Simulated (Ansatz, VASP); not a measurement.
# Cross-check of Si15H4O28 between VASP and Ansatz

Wanted: the spread between two codes on one cell, functional and k mesh. The structure shown is the start of the Ansatz relaxation below; VASP solves that cell, so the two are compared at the walk's first step.

Program: Ansatz 0.2.0. Level of theory: plane waves, with VASP 6.6.1 beside it; single point at PBE with D3(BJ). Results are calculated unless marked as measured.

## 1. The structure

The cell holds 47 atoms: 15 Si, 4 H and 28 O. Cell: a = 8.831 Å, b = 8.831 Å, c = 8.831 Å, α = 90.0°, β = 90.0°, γ = 90.0°.

## 2. Ansatz: relaxation, PBE with D3(BJ)

Ansatz runs on its PAW soft_1 files.

The two programs are compared at the cell with which this relaxation starts, whose forces are those of its first step.

Contents of input.yaml:

```yaml
crystal:
  lattice:
    - [8.8311597085, 0.0, 0.0]
    - [0.0, 8.8311597085, 0.0]
    - [0.0, 0.0, 8.8311597085]
  atoms:
    - { symbol: Si, position: [0.498302, 0.232156, 0.55297] }
    - { symbol: Si, position: [0.048024, 0.226272, 0.411719] }
    - { symbol: Si, position: [0.583548, 0.023088, 0.816519] }
    - { symbol: Si, position: [0.185773, 0.282064, 0.727097] }
    - { symbol: Si, position: [0.736843, 0.176597, 0.089578] }
    - { symbol: Si, position: [0.908746, 0.675717, 0.432071] }
    - { symbol: Si, position: [0.733908, 0.395445, 0.343444] }
    - { symbol: Si, position: [0.099966, 0.904584, 0.26368] }
    - { symbol: Si, position: [0.408067, 0.722758, 0.245743] }
    - { symbol: Si, position: [0.249476, 0.424384, 0.193033] }
    - { symbol: Si, position: [0.045593, 0.056775, 0.948196] }
    - { symbol: Si, position: [0.381631, 0.768061, 0.891469] }
    - { symbol: Si, position: [0.866998, 0.803168, 0.770696] }
    - { symbol: Si, position: [0.611357, 0.97793, 0.354944] }
    - { symbol: Si, position: [0.085812, 0.577286, 0.913156] }
    - { symbol: H, position: [0.038433, 0.574075, 0.462663] }
    - { symbol: H, position: [0.337575, 0.328888, 0.087179] }
    - { symbol: H, position: [0.461711, 0.658858, 0.792738] }
    - { symbol: H, position: [0.728, 0.966308, 0.474715] }
    - { symbol: O, position: [0.907665, 0.160992, 0.021865] }
    - { symbol: O, position: [0.968127, 0.783792, 0.303839] }
    - { symbol: O, position: [0.706499, 0.335963, 0.17203] }
    - { symbol: O, position: [0.368988, 0.544572, 0.258448] }
    - { symbol: O, position: [0.350125, 0.288217, 0.642113] }
    - { symbol: O, position: [0.704574, 0.883217, 0.797526] }
    - { symbol: O, position: [0.486747, 0.094152, 0.422949] }
    - { symbol: O, position: [0.600235, 0.348906, 0.458184] }
    - { symbol: O, position: [0.890208, 0.737578, 0.600051] }
    - { symbol: O, position: [0.974156, 0.942037, 0.824334] }
    - { symbol: O, position: [0.080338, 0.237589, 0.587372] }
    - { symbol: O, position: [0.585793, 0.142229, 0.683766] }
    - { symbol: O, position: [0.125104, 0.437087, 0.804504] }
    - { symbol: O, position: [0.215161, 0.705608, 0.881969] }
    - { symbol: O, position: [0.173036, 0.311851, 0.304302] }
    - { symbol: O, position: [0.624346, 0.117806, 0.963392] }
    - { symbol: O, position: [0.06298, 0.05209, 0.360443] }
    - { symbol: O, position: [0.425879, 0.929135, 0.830359] }
    - { symbol: O, position: [0.436515, 0.751292, 0.063211] }
    - { symbol: O, position: [0.163697, 0.157495, 0.859019] }
    - { symbol: O, position: [0.131925, 0.515859, 0.085776] }
    - { symbol: O, position: [0.706011, 0.051173, 0.223046] }
    - { symbol: O, position: [0.541266, 0.817038, 0.324636] }
    - { symbol: O, position: [0.782438, 0.566358, 0.37177] }
    - { symbol: O, position: [0.92501, 0.659387, 0.881167] }
    - { symbol: O, position: [0.105496, 0.959435, 0.089763] }
    - { symbol: O, position: [0.254757, 0.812821, 0.295173] }
    - { symbol: O, position: [0.886441, 0.299644, 0.381155] }
  symmetry: { detect: false }
kpoints:
  mp_grid: { grid: [2, 2, 2] }
scf:
  occupations: { method: fermi_dirac, width: 0.05 }
hamiltonian:
  xc: pbe
  dispersion: d3bj
  pseudopotentials: { kind: paw, azcp: { folder: soft_1 } }
output:
  forces: true
  stress: true
relax:
  f_tol: 0.04
  max_steps: 150
  escape_saddle: false
  cell: { stress_tol: 0.4, fix: [] }
```

On the command line:

```
> ansatz run input.yaml --threads 5 --pin off --max-ram 12800MiB --backend cpu --events-out ev --progress --plain --runs-dir out
```

Numbers of over 12 decimals in the logs are rounded to 6 here.

The program printed:

```text
Engine: ansatz 0.2.0, x86_64-unknown-linux-gnu
Pseudopotentials: kind: paw
Pseudopotential: Si, paw, valence charge 4, recommended cutoff 420 eV (normal), soft_1/Si.paw.azcp
Pseudopotential: H, paw, valence charge 1, recommended cutoff 420 eV (normal), soft_1/H.paw.azcp
Pseudopotential: O, paw, valence charge 6, recommended cutoff 420 eV (normal), soft_1/O.paw.azcp
Functional definition: PBE
  parameter kappa = 0.804
  parameter beta = 0.066725
  exchange = pbe_x(kappa = kappa, mu = beta*pi^2/3)
  correlation = pbe_c(beta = beta)
Crystal: 47 atoms, lattice volume = 688.737 Å³
Basis set: ecut = 420 eV, 13397 PW (Γ), exchange–correlation on 120×120×120 points (8 copies of the dense FFT grid, shifted against one another)
Bands: 163, of which v1, the nominal top of the filled ones, is band 116 counted from 1 (115 counted from 0)
Symmetry: 1 space group operations
k-points: 8
Non-local potential: Si, projectors of the file, l = 0: 2, l = 1: 2, l = 2: 1
Non-local potential: H, projectors of the file, l = 0: 2, l = 1: 1
Non-local potential: O, projectors of the file, l = 0: 2, l = 1: 2, l = 2: 1
PAW form: soft (Blöchl's): semilocal exchange-correlation on the pseudo side does not see the compensation charge
PAW one-centre angular grid: Si, 110 points (default); XC on 64 Gauss nodes
PAW one-centre angular grid: H, 110 points (default); XC on 64 Gauss nodes
PAW one-centre angular grid: O, 110 points (default); XC on 64 Gauss nodes
Initial density: superposition of atomic densities (chi_scale 0.1, normalization cell, long waves kept (reshape's long-wave potential 0.23 eV rms))
Initial wavefunctions: pseudopotential atomic-orbital guess
Functional: x = pbe(κ = 0.804, μ = 0.219515), c = pbe(β = 0.066725)
SCF iter   1: F=—  HF=-25563.456174 eV  |F-HF|=—  |Δ(HF+E_count)|=         —  Δρ=1.22e-1  dr2=9.25e1  ethr=3.10e-3  ⟨swp⟩=6.0  Hψ=5932  notcnv=0  defer=207
preconditioner: auto → Resta (q_TF=auto, 2.276 Å⁻¹)  ε∞=2.5  [insulator: Δε(μ)=7.271 eV  Ē_g=17.566 eV  σ=0.050 eV  W_gap=1.00  n_scr=146 (ndim 8)  ℏωp=21.6 eV  f_vac=0.148  D(μ)=0.00/eV (n_scr^D=0)  ε∞_Penn≈2.5]
SCF iter   2: F=—  HF=-25537.690993 eV  |F-HF|=—  |Δ(HF+E_count)|=    2.58e1  Δρ=4.25e-2  dr2=6.96e0  ethr=3.10e-3  ⟨swp⟩=3.1  Hψ=3196  notcnv=0  defer=335
SCF iter   3: F=—  HF=-25536.423542 eV  |F-HF|=—  |Δ(HF+E_count)|=    1.27e0  Δρ=1.93e-2  dr2=1.93e0  ethr=3.00e-3  ⟨swp⟩=2.5  Hψ=1084  notcnv=0  defer=335
SCF iter   4: F=—  HF=-25536.253836 eV  |F-HF|=—  |Δ(HF+E_count)|=   1.70e-1  Δρ=2.89e-3  dr2=5.03e-2  ethr=8.33e-4  ⟨swp⟩=3.0  Hψ=2046  notcnv=0  defer=335
SCF iter   5: F=—  HF=-25536.274994 eV  |F-HF|=—  |Δ(HF+E_count)|=   2.12e-2  Δρ=2.18e-3  dr2=2.47e-2  ethr=2.17e-5  ⟨swp⟩=2.0  Hψ=1932  notcnv=0  defer=335
SCF iter   6: F=—  HF=-25536.272911 eV  |F-HF|=—  |Δ(HF+E_count)|=   2.08e-3  Δρ=3.53e-4  dr2=8.75e-4  ethr=1.07e-5  ⟨swp⟩=2.0  Hψ=1821  notcnv=0  defer=335
SCF iter   7: F=—  HF=-25536.273153 eV  |F-HF|=—  |Δ(HF+E_count)|=   2.42e-4  Δρ=1.23e-4  dr2=1.10e-4  ethr=3.77e-7  ⟨swp⟩=2.0  Hψ=1705  notcnv=0  defer=335
SCF iter   8: F=—  HF=-25536.273162 eV  |F-HF|=—  |Δ(HF+E_count)|=   8.80e-6  Δρ=8.77e-5  dr2=4.02e-5  ethr=4.75e-8  ⟨swp⟩=2.0  Hψ=1846  notcnv=0  defer=335
SCF iter   9: F=—  HF=-25536.272653 eV  |F-HF|=—  |Δ(HF+E_count)|=   5.09e-4  Δρ=1.75e-5  dr2=2.08e-6  ethr=1.73e-8  ⟨swp⟩=2.0  Hψ=2046  notcnv=0  defer=335
SCF iter  10: F=—  HF=-25536.272653 eV  |F-HF|=—  |Δ(HF+E_count)|=   4.46e-7  Δρ=5.16e-6  dr2=1.79e-7  ethr=8.96e-10  ⟨swp⟩=2.0  Hψ=1672  notcnv=0  defer=335
SCF iter  11: F=-25536.272652 eV  HF=-25536.272653 eV  |F-HF|=4.46e-8  |Δ(HF+E_count)|=   1.83e-9  Δρ=3.61e-6  dr2=6.77e-8  ethr=4.31e-11  ⟨swp⟩=5.0  Hψ=4682  notcnv=0
SCF 1 converged in 11 iterations: F = -25536.272652 eV  dr2 = 6.77e-8
  greatest PAW one-centre occupation: 0.863 electrons in one spin orbital (limit 2), on the O atom at site 20 (counted from 0), in its partial waves of l = 0
relax step   1: F+E_penalty+E_count = -25536.27265249 eV  Δ(F+E_penalty+E_count) = +0.000e0 eV  max|allowed force component| = 3.142e0 eV/Å  Δτ_max = 0.0000 Å  P = +3.861 GPa  Ω = 688.737 Å³  (11 SCF iters, dr2 threshold 1.00e-7 eV, accepted)
Crystal: 47 atoms, lattice volume = 695.709 Å³
Basis set: ecut = 420 eV, 13585 PW (Γ), exchange–correlation on 120×120×120 points (8 copies of the dense FFT grid, shifted against one another)
Initial density: handed on by an earlier stage of this run
Initial wavefunctions: those handed on with the density
iter 1 solved again at ethr=3.11e-4 eV; its pass at ethr=3.10e-3 eV (dr2=7.20e-1 eV) is discarded
SCF iter   1: F=—  HF=-25538.108792 eV  |F-HF|=—  |Δ(HF+E_count)|=         —  Δρ=1.21e-2  dr2=7.28e-1  ethr=3.11e-4  ⟨swp⟩=5.5  Hψ=7175  notcnv=0
preconditioner: auto → Resta (q_TF=auto, 2.272 Å⁻¹)  ε∞=2.8  [insulator: Δε(μ)=5.551 eV  Ē_g=16.191 eV  σ=0.050 eV  W_gap=1.00  n_scr=146 (ndim 8)  ℏωp=21.4 eV  f_vac=0.241  D(μ)=0.00/eV (n_scr^D=0)  ε∞_Penn≈2.8]
[...]
SCF 15 converged in 4 iterations: F = -25540.314603 eV  dr2 = 2.20e-9
[...]
Internal energy: -25540.314603 eV  (E = F + TS)
E sigma→0 (E₀):  -25540.314603 eV
Fermi energy:    3.810819 eV
--- Per-component energies (eV) ---
  E_band       = -1388.199341
  E_kinetic    = 5527.393771
  E_local      = -17971.003252  (includes V_loc(G=0)·N_el)
  E_nonlocal   = 1795.733056
  E_hartree    = 6940.741307
  E_xc         = -2903.903643
  E_vxc        = -3342.669213  (∫ρ·V_xc dr)
  E_paw        = -12262.715071  (= ΣΔE_a)
  E_vpaw       = -1279.156202  (= ΣTr[D̂ρ^β])
  E_aug_tail   = 0.019188  (compensation charges beyond the density's cutoff)
  E_ewald      = -6661.213552
  E_disp       = -5.366407  (pairwise vdW)
  E_smearing   = -0.000000  (= −TS)
  E_closure    = -0.000000  (closes the sum)
  Σ components = -25540.314603   (vs F -25540.314603, Δ=0.00e0)
--- Forces (eV/Å), atoms counted from 1 ---
  atom   1  Si    -0.00027349    -0.00263197     0.00059949
  atom   2  Si    -0.00465604    -0.00133366     0.00561672
  atom   3  Si     0.00235770    -0.00149451    -0.00509362
  atom   4  Si     0.00153094    -0.00340790    -0.00039010
  atom   5  Si     0.00005287    -0.00218248     0.00436120
  atom   6  Si    -0.00541082     0.00242353    -0.00389502
  atom   7  Si     0.00185148     0.00430391    -0.00074579
  atom   8  Si    -0.00030726    -0.00171261     0.00267906
  atom   9  Si     0.00066735     0.00739203    -0.00384806
  atom  10  Si     0.00711375    -0.00425412    -0.00353080
  atom  11  Si    -0.00901337     0.00229234     0.00050618
  atom  12  Si     0.00363570    -0.00131010    -0.00855450
  atom  13  Si    -0.00371073    -0.00484378    -0.00055394
  atom  14  Si    -0.00011535     0.00163994     0.00412049
  atom  15  Si     0.00042069     0.00444683     0.00216602
  atom  16  H      0.00257679     0.00018444     0.00080277
  atom  17  H     -0.00825539     0.00281285     0.00891814
  atom  18  H     -0.00338042     0.00245695     0.00881473
  atom  19  H      0.00513824     0.00066063     0.00507314
  atom  20  O      0.00440868    -0.00043543    -0.00251421
  atom  21  O     -0.00056609     0.00110079     0.00053757
  atom  22  O      0.00009794    -0.00246527    -0.00135474
  atom  23  O     -0.00056840    -0.00291980    -0.00152926
  atom  24  O     -0.00135955     0.00204594     0.00003316
[...]
atom  40  O      0.00210343    -0.00015466    -0.00394534
  atom  41  O     -0.00051055    -0.00014432    -0.00210263
  atom  42  O     -0.00414892    -0.00170523    -0.00288567
  atom  43  O      0.00000512    -0.00225576     0.00054614
  atom  44  O      0.00083978    -0.00126713    -0.00063461
  atom  45  O      0.00295099     0.00399020    -0.00198977
  atom  46  O     -0.00011655    -0.00086784     0.00007183
  atom  47  O      0.00178128    -0.00053941     0.00068794
  max |Σ_I F_I| component: 2.53e-6 eV/Å
--- Stress (GPa, compression-positive) ---
        0.056003      -0.002344       0.025335
       -0.002347       0.006650      -0.007560
        0.025342      -0.007566       0.003424
  P = ⅓ Tr σ = 0.0220 GPa (0.220 kbar)
--- Relaxed structure (13 steps of the walk, 13 accepted, 2 SCFs on fresh bases) ---
  F+E_penalty+E_count = -25540.31460293 eV   max|allowed force component| = 9.013e-3 eV/Å   (the final SCF, on the basis selected at the relaxed cell)
  cell:  # Å, volume = 685.3732 Å³
    - [9.153497, 0.077377, 0.476147]
    - [0.077377, 8.752196, -0.098308]
    - [0.476147, -0.098308, 8.581663]
  atoms:
    - { symbol: Si, position: [0.519657, 0.212602, 0.588437] }
    - { symbol: Si, position: [0.049480, 0.230808, 0.406817] }
    - { symbol: Si, position: [0.598531, 0.018090, 0.847370] }
    - { symbol: Si, position: [0.194453, 0.289853, 0.721446] }
    - { symbol: Si, position: [0.720910, 0.153776, 0.121916] }
    - { symbol: Si, position: [0.921123, 0.660958, 0.430535] }
    - { symbol: Si, position: [0.741547, 0.386234, 0.381228] }
    - { symbol: Si, position: [0.082255, 0.908949, 0.239572] }
    - { symbol: Si, position: [0.381921, 0.732800, 0.223135] }
    - { symbol: Si, position: [0.241070, 0.443684, 0.162463] }
    - { symbol: Si, position: [0.023454, 0.064468, 0.930892] }
    - { symbol: Si, position: [0.407762, 0.755661, 0.859271] }
    - { symbol: Si, position: [0.883852, 0.816769, 0.773185] }
    - { symbol: Si, position: [0.598776, 0.941927, 0.383644] }
    - { symbol: Si, position: [0.110735, 0.603798, 0.886978] }
    - { symbol: H, position: [0.045858, 0.558684, 0.452311] }
    - { symbol: H, position: [0.350260, 0.357511, 0.054699] }
    - { symbol: H, position: [0.502127, 0.656581, 0.747933] }
    - { symbol: H, position: [0.681993, 0.883310, 0.505848] }
    - { symbol: O, position: [0.877967, 0.154721, 0.014253] }
    - { symbol: O, position: [0.964787, 0.777423, 0.288884] }
    - { symbol: O, position: [0.701514, 0.321023, 0.210825] }
    - { symbol: O, position: [0.325011, 0.562488, 0.274164] }
    - { symbol: O, position: [0.371856, 0.278831, 0.689073] }
    - { symbol: O, position: [0.720500, 0.878017, 0.846679] }
    - { symbol: O, position: [0.486013, 0.081876, 0.457141] }
    - { symbol: O, position: [0.600299, 0.359759, 0.508218] }
    - { symbol: O, position: [0.877568, 0.754602, 0.595780] }
    - { symbol: O, position: [0.989013, 0.965271, 0.776480] }
    - { symbol: O, position: [0.123299, 0.230820, 0.568482] }
    - { symbol: O, position: [0.630531, 0.134843, 0.703192] }
    - { symbol: O, position: [0.136267, 0.463933, 0.759015] }
    - { symbol: O, position: [0.235444, 0.729602, 0.836666] }
    - { symbol: O, position: [0.145560, 0.325794, 0.273312] }
    - { symbol: O, position: [0.591792, 0.121827, 1.008727] }
    - { symbol: O, position: [0.038585, 0.055476, 0.351142] }
    - { symbol: O, position: [0.441166, 0.937472, 0.831243] }
    - { symbol: O, position: [0.440325, 0.716921, 0.037493] }
    - { symbol: O, position: [0.146021, 0.187993, 0.874086] }
    - { symbol: O, position: [0.128284, 0.541986, 0.062484] }
    - { symbol: O, position: [0.714021, 0.015916, 0.247238] }
    - { symbol: O, position: [0.512611, 0.796339, 0.318260] }
    - { symbol: O, position: [0.779713, 0.567001, 0.378845] }
    - { symbol: O, position: [0.948014, 0.681207, 0.877730] }
    - { symbol: O, position: [0.081348, 0.949392, 0.056717] }
    - { symbol: O, position: [0.248016, 0.855283, 0.262154] }
    - { symbol: O, position: [0.881991, 0.295457, 0.437809] }
[key lines of the parts left out:]
SCF converged after 4 iterations
Free energy (F): -25540.314603 eV
```

The column dr2 measures how far the density is from self-consistency, as an energy; F and HF (Harris–Foulkes) agree once it is small.

(Part 1 of 2 ends here.)

[Lines on the potential files, build, host, timing and source positions are cut from VASP's logs without a mark.]

[Logs are printed without paths, hosts, clocks, repeated set-up lines and the standing remarks that a program may print on its own settings, such as how far it seeks lower states.]

[Hosts, paths, dates, database ids (printed as entryN), source tags and the programs' standing remarks are cut or masked in the printed files.]
